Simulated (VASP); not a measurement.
Computed with PBE GGA with D4 dispersion, VASP's PBE PAW potentials (set 64) (plane waves; VASP).

Input for VASP

### KPOINTS
```
Regular mesh
0
G
13 13 13
```

### POSCAR
```
CoGa
1
    2.8470346148     0.0000000000     0.0000000000
    0.0000000000     2.8470346148     0.0000000000
    0.0000000000     0.0000000000     2.8470346148
Ga Co
1 1
Direct
  0.5000000000   0.5000000000   0.5000000000
  0.0000000000   0.0000000000   0.0000000000
```

### INCAR
```
ALGO = Normal
EDIFF = 1E-7
ENCUT = 520
GGA = PE
ISIF = 2
ISMEAR = 1
IVDW = 13
LASPH = .TRUE.
LCHARG = .FALSE.
LMAXMIX = 4
LREAL = .FALSE.
LWAVE = .FALSE.
NELM = 100
PREC = Accurate
SIGMA = 0.1
SYSTEM = CoGa
```

POTCAR, in this order: Ga_d Co (PBE.64 set). Program: vasp_std.

The run wrote:

File OUTCAR:
```
 ion  position               nearest neighbor table
   1  0.500  0.500  0.500-   2 2.47   2 2.47   2 2.47   2 2.47   2 2.47   2 2.47   2 2.47   2 2.47
  LATTYP: Found a simple cubic cell.
 ALAT       =     2.8470346148
 Subroutine PRICEL returns:
 Original cell was already a primitive cell.
 Subroutine GETGRP returns: Found 48 space group operations
The static configuration has the point symmetry O_h .
The dynamic configuration has the point symmetry O_h .
 Subroutine INISYM returns: Found 48 space group operations
 Subroutine IBZKPT returns following result:
 Found     84 irreducible k-points:

 Following reciprocal coordinates:
            Coordinates               Weight
  0.000000  0.000000  0.000000      1.000000
  0.076923  0.000000  0.000000      6.000000
  0.153846  0.000000  0.000000      6.000000
  0.230769  0.000000  0.000000      6.000000
  0.307692  0.000000  0.000000      6.000000
  0.384615  0.000000  0.000000      6.000000
  0.461538  0.000000  0.000000      6.000000
  0.076923  0.076923  0.000000     12.000000
  0.153846  0.076923  0.000000     24.000000
  0.230769  0.076923  0.000000     24.000000
  0.307692  0.076923  0.000000     24.000000
  0.384615  0.076923  0.000000     24.000000
  0.461538  0.076923  0.000000     24.000000
  0.153846  0.153846  0.000000     12.000000
  0.230769  0.153846  0.000000     24.000000
  0.307692  0.153846  0.000000     24.000000
  0.384615  0.153846  0.000000     24.000000
  0.461538  0.153846  0.000000     24.000000
  0.230769  0.230769  0.000000     12.000000
  0.307692  0.230769  0.000000     24.000000
  0.384615  0.230769  0.000000     24.000000
  0.461538  0.230769  0.000000     24.000000
  0.307692  0.307692  0.000000     12.000000
  0.384615  0.307692  0.000000     24.000000
  0.461538  0.307692  0.000000     24.000000
...
```

**OSZICAR**
```
       N       E                     dE             d eps       ncg     rms          rms(c)
DAV:   1     0.989768560193E+02    0.98977E+02   -0.10887E+04  2702   0.265E+03
DAV:   2    -0.639301851910E+01   -0.10537E+03   -0.10296E+03  2597   0.360E+02
DAV:   3    -0.113538608409E+02   -0.49608E+01   -0.49446E+01  3017   0.821E+01
DAV:   4    -0.114246016920E+02   -0.70741E-01   -0.70732E-01  3277   0.928E+00
DAV:   5    -0.114265557910E+02   -0.19541E-02   -0.19541E-02  3207   0.137E+00    0.974E+00
DAV:   6    -0.122790169648E+02   -0.85246E+00   -0.21017E+01  2885   0.621E+01    0.106E+01
DAV:   7    -0.104861142323E+02    0.17929E+01   -0.84571E+00  2653   0.461E+01    0.193E+00
DAV:   8    -0.104650322469E+02    0.21082E-01   -0.23351E-01  3008   0.559E+00    0.616E-01
DAV:   9    -0.104594972892E+02    0.55350E-02   -0.17481E-02  3506   0.216E+00    0.123E-01
DAV:  10    -0.104592399760E+02    0.25731E-03   -0.58752E-04  3410   0.362E-01    0.622E-02
DAV:  11    -0.104592305359E+02    0.94402E-05   -0.55245E-05  3552   0.132E-01    0.114E-02
DAV:  12    -0.104592297855E+02    0.75033E-06   -0.27233E-06  3285   0.282E-02    0.218E-03
DAV:  13    -0.104592296745E+02    0.11102E-06   -0.25347E-07  2306   0.827E-03    0.114E-03
DAV:  14    -0.104592296173E+02    0.57165E-07   -0.81267E-08  1505   0.542E-03
   1 F= -.11585889E+02 E0= -.11586223E+02  d E =0.100276E-02
```

OUTCAR:
```
------------------------ aborting loop because EDIFF is reached ----------------------------------------
  Edisp (eV):   -1.12666
  FORCE on cell =-STRESS in cart. coord.  units (eV):
  Direction    XX          YY          ZZ          XY          YZ          ZX
  --------------------------------------------------------------------------------------
  Total      -0.00839    -0.00839    -0.00839     0.00000    -0.00000    -0.00000
  in kB      -0.58242    -0.58242    -0.58242     0.00000    -0.00000    -0.00000
  external pressure =       -0.58 kB  Pullay stress =        0.00 kB
  volume of cell :       23.08
      direct lattice vectors                 reciprocal lattice vectors
     2.847034615  0.000000000  0.000000000     0.351242656  0.000000000  0.000000000
     0.000000000  2.847034615  0.000000000     0.000000000  0.351242656  0.000000000
     0.000000000  0.000000000  2.847034615     0.000000000  0.000000000  0.351242656
 POSITION                                       TOTAL-FORCE (eV/Angst)
 -----------------------------------------------------------------------------------
      1.42352      1.42352      1.42352         0.000000      0.000000      0.000000
      0.00000      0.00000      0.00000         0.000000      0.000000      0.000000
 -----------------------------------------------------------------------------------
    total drift:                                0.000000      0.000000     -0.000000
  FREE ENERGIE OF THE ION-ELECTRON SYSTEM (eV)
  ---------------------------------------------------
  free  energy   TOTEN  =       -11.5858888840 eV

  energy  without entropy=      -11.5868916424  energy(sigma->0) =      -11.58622314
```
(Selected blocks of OUTCAR.)

The compound is CoGa in the CsCl type structure. It was relaxed first. The run is not spin-polarised, so no magnetic state was tried.
